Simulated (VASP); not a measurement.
Method: AM05 GGA, VASP's PBE PAW potentials (set 64) (plane waves; VASP).

Input for VASP

**POSCAR**
```
MgO
1.0
  0.0000000000   2.1080816512   2.1080816512
  2.1080816512   0.0000000000   2.1080816512
  2.1080816512   2.1080816512   0.0000000000
Mg O
1 1
Cartesian
  0.0000000000   0.0000000000   0.0000000000
  2.1080816512   2.1080816512   2.1080816512
```

### INCAR
```
SYSTEM = MgO
PREC = Accurate
ENCUT = 520
EDIFF = 1E-7
NELM = 100
ALGO = Normal
LREAL = .FALSE.
LASPH = .TRUE.
ISMEAR = -5
GGA = AM
LWAVE = .FALSE.
LCHARG = .TRUE.
LORBIT = 11
NEDOS = 601
ISIF = 2
```

KPOINTS:
```
Automatic
0
Gamma
 12 12 12
0 0 0
```

POTCAR, in this order: Mg O (PBE.64 set). Program: vasp_std.

What will the output report for the number of irreducible k-points (NKPTS), largest plane-wave count, number of space-group operations, FFT grid (NGX, NGY, NGZ)?

The number of irreducible k-points (NKPTS) is 72 and the largest plane-wave count is 532. The number of space-group operations is 48 and the FFT grid (NGX, NGY, NGZ) is 24 × 24 × 24.

The compound is MgO in the rock salt structure. It was relaxed first.
